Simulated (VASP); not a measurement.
Given:

```
MnC
1.0
    1.46633    -3.87482     0.00000
    1.46633     3.87482     0.00000
    0.00000     0.00000     2.88972
C Mn
2 2
Direct
  0.56400   0.43600   0.25000
  0.43600   0.56400   0.75000
  0.85475   0.14525   0.25000
  0.14525   0.85475   0.75000
```
Starting moments (μB, in the order of the record's atoms C C Mn Mn): 0.0 0.0 4.0 4.0.

These are PBE GGA, VASP's PBE PAW potentials (set 64) (plane waves; VASP 6.6.1) values and carry that method's errors. Numerical set-up: 520 eV cut-off, 2×2×2 Monkhorst-Pack mesh, Gaussian smearing of 0.050 eV, potentials C Mn_pv.

The moments were started parallel, and other spin orders were not tried in this run.

Question: Which forces act on the atoms, in eV/Å?

Answer: 
| atom | Fx | Fy | Fz |
|---|---|---|---|
| C1 | 0.000 | -1.220 | 0.000 |
| C2 | 0.000 | 1.220 | 0.000 |
| Mn3 | 0.000 | -0.643 | 0.000 |
| Mn4 | 0.000 | 0.643 | 0.000 |

Question: Give the stress tensor in GPa (positive for a compressed cell).

Answer: 
```
 10.67    0.00    0.00
  0.00  -27.31    0.00
  0.00    0.00  -43.86
```
The pressure is its mean diagonal, -20.17 GPa.

The structure was generated: MnC was put into the CrB type (Cmcm), which need not be its known phase. The cell was not relaxed at this level. The k-mesh is coarse (spacing up to 1.15 per Å, 2π included), so the numbers may not be converged in it. The run is one of a series of settings (KPOINTS 2×2×2 Monkhorst-Pack mesh against the base run), some of them coarse on purpose.
